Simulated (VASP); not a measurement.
All values below come from PBE GGA, VASP's PBE PAW potentials (set 64) (plane waves; VASP).

A VASP calculation is set up with these files.

File POSCAR:
```
LiCl
2.570
  0.0000000000   1.0000000000   1.0000000000
  1.0000000000   0.0000000000   1.0000000000
  1.0000000000   1.0000000000   0.0000000000
Li Cl
1 1
Cart
  0.0000000000   0.0000000000   0.0000000000
  1.0000000000   1.0000000000   1.0000000000
```

**INCAR**
```
SYSTEM = LiCl
PREC = Accurate
ENCUT = 520
EDIFF = 1E-6
NELM = 100
ALGO = Normal
LREAL = .FALSE.
LASPH = .TRUE.
ISMEAR = 0
SIGMA = 0.05
GGA = PE
LWAVE = .FALSE.
LCHARG = .FALSE.
ISIF = 2
NELECT = 9.98
```

### KPOINTS
```
Automatic mesh
0
Gamma
8 8 8
0 0 0
```

POTCAR, in this order: Li_sv Cl (PBE.64 set). Program: vasp_std.

Output

File OSZICAR:
```
       N       E                     dE             d eps       ncg     rms          rms(c)
DAV:   1     0.453924086356E+02    0.45392E+02   -0.37157E+03   522   0.903E+02
DAV:   2    -0.529523760265E+01   -0.50688E+02   -0.48987E+02   720   0.162E+02
DAV:   3    -0.739076151433E+01   -0.20955E+01   -0.20934E+01   631   0.397E+01
DAV:   4    -0.744952697121E+01   -0.58765E-01   -0.58664E-01   825   0.624E+00
DAV:   5    -0.744998801932E+01   -0.46105E-03   -0.46103E-03   675   0.546E-01    0.234E+00
DAV:   6    -0.739110967347E+01    0.58878E-01   -0.14939E-01   593   0.230E+00    0.168E+00
DAV:   7    -0.739322354899E+01   -0.21139E-02   -0.57813E-02   750   0.155E+00    0.874E-01
DAV:   8    -0.739724038652E+01   -0.40168E-02   -0.84507E-03   566   0.771E-01    0.131E-01
DAV:   9    -0.739722684769E+01    0.13539E-04   -0.40247E-04   724   0.170E-01    0.406E-02
DAV:  10    -0.739728459759E+01   -0.57750E-04   -0.11065E-04   560   0.949E-02    0.233E-02
DAV:  11    -0.739729098195E+01   -0.63844E-05   -0.57335E-06   758   0.227E-02    0.534E-03
DAV:  12    -0.739729174879E+01   -0.76685E-06   -0.29028E-07   472   0.528E-03
   1 F= -.73972917E+01 E0= -.73968095E+01  d E =-.964549E-03
```

OUTCAR:
```
------------------------ aborting loop because EDIFF is reached ----------------------------------------
  FORCE on cell =-STRESS in cart. coord.  units (eV):
  Direction    XX          YY          ZZ          XY          YZ          ZX
  --------------------------------------------------------------------------------------
  Total       -0.1274095     -0.1274095     -0.1274095      0.0000000      0.0000000     -0.0000000
  in kB       -6.0128859     -6.0128859     -6.0128859      0.0000000      0.0000000     -0.0000000
  external PRESSURE =      -6.0128859 kB  Pullay stress =       0.0000000 kB
  volume of cell :       33.95
      direct lattice vectors                 reciprocal lattice vectors
     0.000000000  2.570000000  2.570000000    -0.194552529  0.194552529  0.194552529
     2.570000000  0.000000000  2.570000000     0.194552529 -0.194552529  0.194552529
     2.570000000  2.570000000  0.000000000     0.194552529  0.194552529 -0.194552529
  FREE ENERGIE OF THE ION-ELECTRON SYSTEM (eV)
  ---------------------------------------------------
  free  energy   TOTEN  =        -7.3972917488 eV

  energy  without entropy=       -7.3963271997  energy(sigma->0) =       -7.39680947
```
(Selected blocks of OUTCAR.)

OUTCAR:
```
 val. band max:        0.5149949984   @ k =   0.0000   0.0000   0.0000

 cond. band min:       6.8486760029   @ k =   0.0000   0.0000   0.0000


 Fermi energy:         0.5284517914

 k-point     1 :       0.0000    0.0000    0.0000
  band No.  band energies     occupation
      1     -42.9782      2.00000
      2     -12.8612      2.00000
      3       0.5150      1.29654
      4       0.5150      1.29651
      5       0.5150      1.29651
      6       6.8487      0.00000
      7      12.4728      0.00000
      8      12.4728      0.00000
      9      12.4728      0.00000

 k-point     2 :       0.1250    0.0000    0.0000
  band No.  band energies     occupation
      1     -42.9777      2.00000
      2     -12.7870      2.00000
      3      -0.0032      2.00000
      4       0.4746      1.87216
      5       0.4746      1.87216
      6       7.3079      0.00000
      7      11.6877      0.00000
      8      12.3698      0.00000
      9      12.3699      0.00000

 k-point     3 :       0.2500    0.0000    0.0000
  band No.  band energies     occupation
      1     -42.9768      2.00000
      2     -12.5980      2.00000
      3      -1.0428      2.00000
      4       0.3822      1.99996
      5       0.3822      1.99996
      6       7.7456      0.00000
      7      11.2296      0.00000
      8      11.2297      0.00000
      9      11.4966      0.00000

 k-point     4 :       0.3750    0.0000    0.0000
  band No.  band energies     occupation
      1     -42.9759      2.00000
      2     -12.3931      2.00000
      3      -1.9228      2.00000
      4       0.2963      2.00000
      5       0.2963      2.00000
      6       7.4817      0.00000
      7      10.3475      0.00000
      8      10.3476      0.00000
      9      12.6602      0.00000

 k-point     5 :       0.5000    0.0000    0.0000
  band No.  band energies     occupation
      1     -42.9755      2.00000
      2     -12.3027      2.00000
      3      -2.2603      2.00000
...
```

The cell is charged, with a uniform compensating background.

The compound is LiCl in the rock salt structure. The cell was not relaxed at this level. The run is one of a series of settings (NELECT = 9.98 against the base run), some of them coarse on purpose.
